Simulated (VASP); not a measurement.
```
CELL_PARAMETERS angstrom
      0.00000     3.23000     3.23000
      3.23000     0.00000     3.23000
      3.23000     3.23000     0.00000
ATOMIC_POSITIONS crystal
  Te 0.50000 0.50000 0.50000
  Pb 0.00000 0.00000 0.00000
```

The base run (VASP): PBE GGA, plane waves, VASP's PBE PAW potentials (set 64). Numerical set-up: 400 eV cut-off, 7×7×7 Γ-centred mesh, Gaussian smearing of 0.050 eV, potentials Te Pb_d.

One setting is varied; ΔE counts from the base run. The base run took about 10 core-seconds. Times come from single runs on busy shared machines, so they are rough: good to a factor of about 2.

Pressures at a finite cut-off, here 400 eV, hold a Pulay part, which wasn't tested here.

```json
[
 {"setting": "KPOINTS 2×2×2 Monkhorst-Pack mesh", "cost over the base run": "about 1/3", "electronic steps": "12", "ΔE (meV/atom)": "-279.1", "pressure (GPa)": "0.30"},
 {"setting": "KPOINTS 5×5×5 Monkhorst-Pack mesh", "cost over the base run": "within a factor of 2", "electronic steps": "12", "ΔE (meV/atom)": "-0.1", "pressure (GPa)": "2.11"},
 {"setting": "KPOINTS 7×7×7 Monkhorst-Pack mesh", "cost over the base run": "within a factor of 2", "electronic steps": "12", "ΔE (meV/atom)": "0.0", "pressure (GPa)": "2.09"},
 {"setting": "base run", "cost over the base run": "reference", "electronic steps": "12", "ΔE (meV/atom)": "0.0", "pressure (GPa)": "2.09"},
 {"setting": "KPOINTS 9×9×9 Monkhorst-Pack mesh", "cost over the base run": "within a factor of 2", "electronic steps": "12", "ΔE (meV/atom)": "0.4", "pressure (GPa)": "2.10"}
]
```

Left out are runs that failed, have no time on record or changed the cell.

The compound is PbTe in the rock salt structure. The cell was not relaxed at this level.
